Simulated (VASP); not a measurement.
Data:

```yaml
crystal:
  lattice:
    - [-1.56712, 1.56712, 1.56712]
    - [1.56712, -1.56712, 1.56712]
    - [1.56712, 1.56712, -1.56712]
  atoms:
    - { symbol: Mo, position: [0.00000, 0.00000, 0.00000] }
```

Computed with PBE GGA with D3 dispersion (Becke-Johnson damping), VASP's PBE PAW potentials (set 64) (plane waves; VASP 6.6.1). Numerical set-up: 520 eV cut-off, Gaussian smearing of 0.050 eV, potentials Mo_sv.

Estimate the band gap (along the path) with the smallest direct gap where there is one.

```json
{
 "band gap (along the path)": "none (metal, semimetal or under 0.01 eV)"
}
```

Only differences to runs with the same potentials and settings are physical.

The compound is Mo in the bcc structure. It was relaxed first.
